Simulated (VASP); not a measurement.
An input for Ansatz (written as the equivalent of a VASP run, and not itself run):

Ansatz 0.2 input:
```yaml
crystal:
  lattice:
    - [4.2431760, 0.0000000, 0.0000000]
    - [-2.1215880, 3.6746980, 0.0000000]
    - [0.0000000, 0.0000000, 4.1411290]
  atoms:
    - { symbol: Sb, position: [0.0000000, 0.0000000, 0.0000000] }
    - { symbol: Bi, position: [0.6666670, 0.3333330, 0.5000000] }
kpoints:
  mp_grid: { grid: [8, 8, 7] }
hamiltonian:
  xc: pbe
  pseudopotentials: { kind: paw }
scf:
  occupations: { method: methfessel_paxton, width: 0.1 }
  max_iter: 100
output: { forces: true, stress: true, eigenvalues: true }
```

Question: Write the VASP files for the same calculation (PBE).

Answer: This is not unique; one that fits is 
### INCAR
```
SYSTEM = BiSb
PREC = Accurate; ENCUT = 400; LREAL = F
LASPH = T
EDIFF = 1E-6; NELM = 100; ALGO = Normal
LMAXMIX = 4
ISMEAR = 1; SIGMA = 0.1
GGA = PE
ISIF = 2
LWAVE = F; LCHARG = F
```

File POSCAR:
```
BiSb
1
    4.2431760000     0.0000000000     0.0000000000
   -2.1215880000     3.6746980000     0.0000000000
    0.0000000000     0.0000000000     4.1411290000
Sb Bi
1 1
Direct
  0.0000000000   0.0000000000   0.0000000000
  0.6666670000   0.3333330000   0.5000000000
```

File KPOINTS:
```
Automatic mesh
0
Gamma
8 8 7
0 0 0
```

POTCAR, in this order: Sb Bi_d (PBE.64 set). Program: vasp_std.

Limits of the translation: each code has its own PAW files, so the cut-off isn't converted (ENCUT is set for VASP's; basis.ecutwfc is left out, and Ansatz then takes the one that its files recommend); Ansatz stops its SCF on the density residual and VASP on the energy change (EDIFF).

The structure was generated: BiSb was put into the WC type (P-6m2), which need not be its known phase. The cell was not relaxed at this level.
